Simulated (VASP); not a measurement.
Calculation: LDA (Ceperley-Alder, Perdew-Zunger), VASP's LDA PAW potentials (set 64) (plane waves; VASP 6.6.1).

VASP input:

### POSCAR
```
CsCdCl3
1.0
  5.3202030000   0.0000000000   0.0000000000
  0.0000000000   5.3202030000   0.0000000000
  0.0000000000   0.0000000000   5.3202030000
Cs Cd Cl
1 1 3
Cartesian
  0.0000000000   0.0000000000   0.0000000000
  2.6601015000   2.6601015000   2.6601015000
  0.0000000000   2.6601015000   2.6601015000
  2.6601015000   0.0000000000   2.6601015000
  2.6601015000   2.6601015000   0.0000000000
```

**INCAR**
```
! general
SYSTEM =CsCdCl3
PREC   =Accurate
ENCUT  =300
LREAL  =.False.
LASPH  =.True.

! electronic loop
EDIFF  =1E-6
NELM   =100
ALGO   =Normal
LMAXMIX=4

! smearing
ISMEAR =0
SIGMA  =0.01

! ions
ISIF   =2

! output
LWAVE  =.False.
LCHARG =.False.
```

File KPOINTS:
```
Automatic
0
G
 5 5 5
```

POTCAR, in this order: Cs_sv Cd Cl (LDA.64 set). Program: vasp_std.

Output

OSZICAR:
```
       N       E                     dE             d eps       ncg     rms          rms(c)
DAV:   1     0.238483190847E+03    0.23848E+03   -0.14909E+04   500   0.979E+02
DAV:   2    -0.149624352003E+01   -0.23998E+03   -0.23698E+03   632   0.253E+02
DAV:   3    -0.175463680961E+02   -0.16050E+02   -0.16031E+02   552   0.724E+01
DAV:   4    -0.177394568703E+02   -0.19309E+00   -0.19297E+00   654   0.854E+00
DAV:   5    -0.177418353863E+02   -0.23785E-02   -0.23782E-02   622   0.901E-01    0.788E+00
DAV:   6    -0.167851848929E+02    0.95665E+00   -0.20994E+00   600   0.144E+01    0.666E+00
DAV:   7    -0.166504751622E+02    0.13471E+00   -0.53278E-01   589   0.595E+00    0.359E+00
DAV:   8    -0.166357788215E+02    0.14696E-01   -0.15813E-01   635   0.336E+00    0.889E-01
DAV:   9    -0.166333826886E+02    0.23961E-02   -0.99590E-03   578   0.996E-01    0.262E-01
DAV:  10    -0.166333484982E+02    0.34190E-04   -0.17977E-03   587   0.376E-01    0.528E-02
DAV:  11    -0.166333574898E+02   -0.89916E-05   -0.21949E-04   629   0.136E-01    0.335E-02
DAV:  12    -0.166333595399E+02   -0.20501E-05   -0.11179E-05   618   0.201E-02    0.661E-03
DAV:  13    -0.166333589544E+02    0.58545E-06   -0.38772E-06   476   0.137E-02
   1 F= -.16633359E+02 E0= -.16633359E+02  d E =-.600761E-44
```

**OUTCAR**
```
------------------------ aborting loop because EDIFF is reached ----------------------------------------
  FORCE on cell =-STRESS in cart. coord.  units (eV):
  Direction    XX          YY          ZZ          XY          YZ          ZX
  --------------------------------------------------------------------------------------
  Total       -3.5960843     -3.5960843     -3.5960843     -0.0000000      0.0000000      0.0000000
  in kB      -38.2609581    -38.2609581    -38.2609581     -0.0000000      0.0000000      0.0000000
  external PRESSURE =     -38.2609581 kB  Pullay stress =       0.0000000 kB
  volume of cell :      150.59
      direct lattice vectors                 reciprocal lattice vectors
     5.320203000  0.000000000  0.000000000     0.187962753  0.000000000  0.000000000
     0.000000000  5.320203000  0.000000000     0.000000000  0.187962753  0.000000000
     0.000000000  0.000000000  5.320203000     0.000000000  0.000000000  0.187962753
 POSITION                                       TOTAL-FORCE (eV/Angst)
 -----------------------------------------------------------------------------------
      0.00000      0.00000      0.00000         0.000000      0.000000      0.000000
      2.66010      2.66010      2.66010         0.000000      0.000000      0.000000
      0.00000      2.66010      2.66010         0.000000      0.000000      0.000000
      2.66010      0.00000      2.66010         0.000000      0.000000      0.000000
      2.66010      2.66010      0.00000         0.000000      0.000000      0.000000
 -----------------------------------------------------------------------------------
    total drift:                                0.000000      0.000000     -0.000000
  FREE ENERGIE OF THE ION-ELECTRON SYSTEM (eV)
  ---------------------------------------------------
  free  energy   TOTEN  =       -16.6333589544 eV

  energy  without entropy=      -16.6333589544  energy(sigma->0) =      -16.63335895
```
(Selected blocks of OUTCAR.)

At this cut-off the stress carries a Pulay error, which pulls relaxed volumes low.

The structure comes from a computed database's CsCdCl3 entry (Pm-3m); how it stands against other phases isn't given here. The cell was not relaxed at this level.
